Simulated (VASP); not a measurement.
Data:

```xyz
3
Lattice="1.9956 -3.4565 0.0000 1.9956 3.4565 0.0000 0.0000 0.0000 6.5484" Properties=species:S:1:pos:R:3 pbc="T T T"
Mg     0.0000     0.0000     6.5484
I      1.9956     1.1522     1.6204
I      1.9956    -1.1522     4.9280
```

These are LDA (Ceperley-Alder, Perdew-Zunger), VASP's LDA PAW potentials (set 64) (plane waves; VASP) values and carry that method's errors. Run with 520 eV cut-off, 6×6×4 Γ-centred mesh, Gaussian smearing of 0.050 eV, potentials Mg I.

The ions and cell shape at fixed volume are relaxed. Give the cell that the relaxation ends in.

```xyz
3
Lattice="2.0092 -3.4800 0.0000 2.0092 3.4800 0.0000 0.0000 0.0000 6.4602" Properties=species:S:1:pos:R:3 pbc="T T T"
Mg     0.0000     0.0000     0.0000
I      2.0092     1.1600     1.6543
I      2.0092    -1.1600     4.8059
```
Space group P-3m1 (164), at a tolerance of 0.03 Å.

How much energy does the relaxation gain?

The energy (σ→0) changes by -6.4 meV/atom, in 5 ionic steps.

The compound is MgI2 in the 1T layered structure. This cell is one point of a volume scan, at 0.94 of the reference volume. Symmetry was kept, so distortions that lower it aren't found.
